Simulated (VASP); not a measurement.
An input for Ansatz (written as the equivalent of a VASP run, and not itself run):

Ansatz 0.2 input:
```yaml
crystal:
  lattice:
    - [3.4718030, 0.0000000, 0.0000000]
    - [0.0000000, 3.4718030, 0.0000000]
    - [0.0000000, 0.0000000, 6.1131750]
  atoms:
    - { symbol: Gd, position: [-0.0065080, 0.4984120, 0.0014180], spin: 7 }
    - { symbol: Gd, position: [0.5038990, -0.0022180, 0.4964820], spin: 7 }
    - { symbol: N, position: [0.0012610, 0.0019750, 0.2531910] }
    - { symbol: N, position: [0.0013480, 0.0018310, 0.7489090] }
kpoints:
  mp_grid: { grid: [1, 1, 1] }
hamiltonian:
  xc: pbe
  pseudopotentials: { kind: paw }
magnetization: { spin_polarized: true }
scf:
  occupations: { method: gaussian, width: 0.272 }
  max_iter: 100
output: { forces: true, stress: true, eigenvalues: true }
```

Task: Translate this input to VASP (INCAR, KPOINTS, POSCAR, choice of POTCAR).

Result: Several could match; the one computed here: 
File POSCAR:
```
GdN
1
    3.4718030000     0.0000000000     0.0000000000
    0.0000000000     3.4718030000     0.0000000000
    0.0000000000     0.0000000000     6.1131750000
Gd N
2 2
Direct
 -0.0065080000   0.4984120000   0.0014180000
  0.5038990000  -0.0022180000   0.4964820000
  0.0012610000   0.0019750000   0.2531910000
  0.0013480000   0.0018310000   0.7489090000
```

**KPOINTS**
```
K-points
0
G
  1 1 1
0 0 0
```

### INCAR
```
SYSTEM = GdN
PREC = Accurate; ENCUT = 400; LREAL = F
LASPH = T
EDIFF = 1E-6; NELM = 100; ALGO = Normal
LMAXMIX = 6
ISMEAR = 0; SIGMA = 0.272
GGA = PE
MAGMOM = 2*7.0 2*0.0
ISPIN = 2
ISIF = 2
LWAVE = F; LCHARG = F; LORBIT = 11
```

POTCAR, in this order: Gd N (PBE.64 set). Program: vasp_std.

Limits of the translation: each code has its own PAW files, so the cut-off isn't converted (ENCUT is set for VASP's; basis.ecutwfc is left out, and Ansatz then takes the one that its files recommend); Ansatz stops its SCF on the density residual and VASP on the energy change (EDIFF).

The structure was generated: GdN was put into an ordered model structure, which need not be its known phase. The cell was not relaxed at this level, atoms are displaced from their ideal sites. The k-mesh is coarse (spacing up to 1.81 per Å, 2π included), so the numbers may not be converged in it. The run is one of a series of settings (KPOINTS 1×1×1 Γ-centred mesh against the base run), some of them coarse on purpose.
